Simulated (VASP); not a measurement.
An input for Quantum ESPRESSO's pw.x (written as the equivalent of a VASP run, and not itself run):

```
&CONTROL
  calculation = 'vc-relax'
  pseudo_dir = './pseudo'
  outdir = './out'
  tprnfor = .true.
  tstress = .true.
  nstep = 60
  forc_conv_thr = 0.00039
/
&SYSTEM
  ibrav = 0
  nat = 2
  ntyp = 2
  ecutwfc = 84
  occupations = 'smearing'
  smearing = 'methfessel-paxton'
  degauss = 0.00735
  input_dft = 'rpbe'
/
&ELECTRONS
  conv_thr = 7.3e-08
  electron_maxstep = 100
/
&IONS
/
&CELL
/
ATOMIC_SPECIES
  Zn 65.380 Zn.upf
  Au 196.967 Au.upf
CELL_PARAMETERS angstrom
     3.2204662    0.0000000    0.0000000
    -0.0000000    3.2204662    0.0000000
    -0.0000000   -0.0000000    3.2204662
ATOMIC_POSITIONS crystal
  Zn   0.5000000  0.5000000  0.5000000
  Au   0.0000000  0.0000000  0.0000000
K_POINTS automatic
  10 10 10 0 0 0
```

Q: Translate this input to VASP (INCAR, KPOINTS, POSCAR, choice of POTCAR).

A: Several could match; the one computed here: 
File KPOINTS:
```
Automatic
0
gamma
  10 10 10
```

INCAR:
```
! general
SYSTEM  = AuZn
PREC    = Accurate
ENCUT   = 520   ! plane-wave cut-off (eV)
LREAL   = .FALSE.   ! projection in real space or not
LASPH   = .TRUE.   ! aspherical one-centre terms

! electronic loop
EDIFF   = 1E-6
NELM    = 100   ! most electronic steps
ALGO    = Normal   ! blocked Davidson
LMAXMIX = 6   ! l cut-off of mixed one-centre charges

! smearing
ISMEAR  = 1   ! Methfessel-Paxton
SIGMA   = 0.1   ! width (eV)

! functional
GGA     = RP   ! RPBE

! ions
IBRION  = 2   ! conjugate gradients
NSW     = 60   ! most ionic steps
ISIF    = 3
EDIFFG  = -0.01

! output
LWAVE   = .FALSE.
LCHARG  = .FALSE.
```

File POSCAR:
```
AuZn
1
    3.2204662287     0.0000000000     0.0000000000
   -0.0000000000     3.2204662287     0.0000000000
   -0.0000000000    -0.0000000000     3.2204662287
Zn Au
1 1
Direct
  0.5000000000   0.5000000000   0.5000000000
  0.0000000000   0.0000000000   0.0000000000
```

POTCAR, in this order: Zn Au (PBE.64 set). Program: vasp_std.

Limits of the translation: the potentials are each code's own (VASP's PAW set, PseudoDojo norm-conserving files in pw.x), so ENCUT and ecutwfc are chosen apart and not converted; conv_thr bounds pw.x's estimated SCF error, while EDIFF bounds the energy change between steps; forc_conv_thr acts on force components and is met together with etot_conv_thr.

The compound is AuZn in the CsCl type structure. It was relaxed first, which changed the volume by +7 %. The start is the result of an earlier pass.
